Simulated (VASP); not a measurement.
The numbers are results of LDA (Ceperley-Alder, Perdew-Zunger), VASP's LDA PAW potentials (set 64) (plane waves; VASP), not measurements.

A VASP calculation is set up with these files.

### POSCAR
```
AgCl
1
   -0.0000000000     2.6746737228     2.6746737228
    2.6746737228     0.0000000000     2.6746737228
    2.6746737228     2.6746737228     0.0000000000
Ag Cl
1 1
Direct
  1.0000000000   1.0000000000   1.0000000000
  0.5000000000   0.5000000000   0.5000000000
```

**KPOINTS**
```
Automatic mesh
0
gamma
 15 15 15
```

### INCAR
```
SYSTEM = AgCl
PREC = Accurate; ENCUT = 400; LREAL = F
LASPH = T
EDIFF = 1E-8; NELM = 100; ALGO = Normal
LMAXMIX = 4
ISMEAR = 0; SIGMA = 0.01
IBRION = 8; NSW = 1
LWAVE = F; LCHARG = F
LEPSILON = T
```

POTCAR, in this order: Ag Cl (LDA.64 set). Program: vasp_std.

Output

### OUTCAR
```
 ion  position               nearest neighbor table
   1  0.000  0.000  0.000-   2 2.67   2 2.67   2 2.67   2 2.67   2 2.67   2 2.67
   2  0.500  0.500  0.500-   1 2.67   1 2.67   1 2.67   1 2.67   1 2.67   1 2.67
  LATTYP: Found a face centered cubic cell.
 ALAT       =     5.3493474456
 Subroutine PRICEL returns:
 Original cell was already a primitive cell.
 Subroutine GETGRP returns: Found 48 space group operations
The static configuration has the point symmetry O_h .
The dynamic configuration has the point symmetry O_h .
 Subroutine INISYM returns: Found 48 space group operations
 Subroutine IBZKPT returns following result:
 Found    120 irreducible k-points:

 Following reciprocal coordinates:
            Coordinates               Weight
  0.000000  0.000000  0.000000      1.000000
  0.066667  0.000000  0.000000      8.000000
  0.133333  0.000000  0.000000      8.000000
  0.200000  0.000000  0.000000      8.000000
  0.266667  0.000000  0.000000      8.000000
  0.333333  0.000000  0.000000      8.000000
  0.400000  0.000000  0.000000      8.000000
  0.466667  0.000000  0.000000      8.000000
  0.066667  0.066667  0.000000      6.000000
  0.133333  0.066667  0.000000     24.000000
  0.200000  0.066667  0.000000     24.000000
  0.266667  0.066667  0.000000     24.000000
  0.333333  0.066667  0.000000     24.000000
  0.400000  0.066667  0.000000     24.000000
  0.466667  0.066667  0.000000     24.000000
 -0.466667  0.066667  0.000000     24.000000
 -0.400000  0.066667  0.000000     24.000000
 -0.333333  0.066667  0.000000     24.000000
 -0.266667  0.066667  0.000000     24.000000
 -0.200000  0.066667  0.000000     24.000000
 -0.133333  0.066667  0.000000     24.000000
 -0.066667  0.066667  0.000000     12.000000
  0.133333  0.133333  0.000000      6.000000
  0.200000  0.133333  0.000000     24.000000
...
```

### OUTCAR
```


 HEAD OF MICROSCOPIC STATIC DIELECTRIC TENSOR (INDEPENDENT PARTICLE, excluding Hartree and local field effects)
 ------------------------------------------------------
           6.094255    -0.000000    -0.000000
          -0.000000     6.094255    -0.000000
           0.000000     0.000000     6.094255
 ------------------------------------------------------

 MACROSCOPIC STATIC DIELECTRIC TENSOR (including local field effects in DFT)
 ------------------------------------------------------
           5.769841    -0.000000    -0.000000
           0.000000     5.769841     0.000000
          -0.000000     0.000000     5.769841
 ------------------------------------------------------

 PIEZOELECTRIC TENSOR (including local field effects)  for field in x, y, z        (e  Angst)
          XX          YY          ZZ          XY          YZ          ZX
  --------------------------------------------------------------------------------
  x     0.00000     0.00000     0.00000     0.00000     0.00000     0.00000
  y     0.00000     0.00000     0.00000     0.00000     0.00000     0.00000
  z     0.00000     0.00000     0.00000     0.00000     0.00000     0.00000

 PIEZOELECTRIC TENSOR (including local field effects)  for field in x, y, z        (C/m^2)
          XX          YY          ZZ          XY          YZ          ZX
  --------------------------------------------------------------------------------
  x     0.00000     0.00000     0.00000     0.00000     0.00000     0.00000
  y     0.00000     0.00000     0.00000     0.00000     0.00000     0.00000
  z     0.00000     0.00000     0.00000     0.00000     0.00000     0.00000

 BORN EFFECTIVE CHARGES (including local field effects) (in |e|, cummulative output)
 ---------------------------------------------------------------------------------
 ion    1
    1     1.40661    -0.00000     0.00000
    2     0.00000     1.40661    -0.00000
    3    -0.00000     0.00000     1.40661
 ion    2
    1    -1.40661     0.00000    -0.00000
    2    -0.00000    -1.40661     0.00000
    3     0.00000    -0.00000    -1.40661

   1 f  =    3.965782 THz    24.917742 2PiTHz  132.284240 cm-1    16.401148 meV

   2 f  =    3.965782 THz    24.917742 2PiTHz  132.284240 cm-1    16.401148 meV

   3 f  =    3.965782 THz    24.917742 2PiTHz  132.284240 cm-1    16.401148 meV

   4 f/i=    0.004694 THz     0.029490 2PiTHz    0.156560 cm-1     0.019411 meV

   5 f/i=    0.004694 THz     0.029490 2PiTHz    0.156560 cm-1     0.019411 meV

   6 f/i=    0.004694 THz     0.029490 2PiTHz    0.156560 cm-1     0.019411 meV

 MACROSCOPIC STATIC DIELECTRIC TENSOR IONIC CONTRIBUTION
 ------------------------------------------------------
           5.441003    -0.000000     0.000000
          -0.000000     5.441003     0.000000
           0.000000     0.000000     5.441003
 ------------------------------------------------------

 ELASTIC MODULI CONTR FROM IONIC RELAXATION (kBar)
 Direction    XX          YY          ZZ          XY          YZ          ZX
 --------------------------------------------------------------------------------
 XX           0.0000      0.0000      0.0000      0.0000      0.0000      0.0000
 YY           0.0000      0.0000      0.0000      0.0000      0.0000      0.0000
 ZZ           0.0000      0.0000      0.0000      0.0000      0.0000      0.0000
 XY           0.0000      0.0000      0.0000      0.0000      0.0000      0.0000
 YZ           0.0000      0.0000      0.0000      0.0000      0.0000      0.0000
 ZX           0.0000      0.0000      0.0000      0.0000      0.0000      0.0000
 --------------------------------------------------------------------------------

 PIEZOELECTRIC TENSOR IONIC CONTR  for field in x, y, z        (C/m^2)
          XX          YY          ZZ          XY          YZ          ZX
  --------------------------------------------------------------------------------
  x     0.00000     0.00000     0.00000     0.00000     0.00000     0.00000
  y     0.00000     0.00000     0.00000     0.00000     0.00000     0.00000
  z     0.00000     0.00000     0.00000     0.00000     0.00000     0.00000
```
(Selected blocks of OUTCAR.)

### OUTCAR
```
 val. band max:        5.0353345444   @ k =   0.4667   0.0000   0.0000

 cond. band min:       5.7111197095   @ k =   0.0000   0.0000   0.0000


 Fermi energy:         5.1395481074

 k-point     1 :       0.0000    0.0000    0.0000
  band No.  band energies     occupation
      1     -10.7769      2.00000
      2       2.0332      2.00000
      3       2.0332      2.00000
      4       2.0332      2.00000
      5       2.0804      2.00000
      6       2.0804      2.00000
      7       2.2879      2.00000
      8       2.2879      2.00000
      9       2.2879      2.00000
     10       5.7111      0.00000
     11      15.7646      0.00000
     12      15.7646      0.00000
     13      15.7646      0.00000

 k-point     2 :       0.0667    0.0000    0.0000
  band No.  band energies     occupation
      1     -10.7525      2.00000
      2       1.6949      2.00000
      3       1.6949      2.00000
      4       1.7501      2.00000
      5       2.0582      2.00000
      6       2.0582      2.00000
      7       2.3541      2.00000
      8       2.6964      2.00000
      9       2.6964      2.00000
     10       5.9746      0.00000
     11      15.1297      0.00000
     12      15.7059      0.00000
     13      15.7059      0.00000

 k-point     3 :       0.1333    0.0000    0.0000
  band No.  band energies     occupation
      1     -10.6824      2.00000
      2       1.1725      2.00000
      3       1.2681      2.00000
      4       1.2681      2.00000
      5       2.1146      2.00000
      6       2.1146      2.00000
      7       2.4304      2.00000
      8       3.2039      2.00000
      9       3.2039      2.00000
     10       6.6073      0.00000
     11      14.1483      0.00000
     12      15.3673      0.00000
     13      15.3673      0.00000

 k-point     4 :       0.2000    0.0000    0.0000
  band No.  band energies     occupation
      1     -10.5756      2.00000
      2       0.5147      2.00000
      3       0.8922      2.00000
...
```

The structure comes from a computed database's AgCl entry (Fm-3m); how it stands against other phases isn't given here. It was relaxed first, which changed the volume by -10 %.
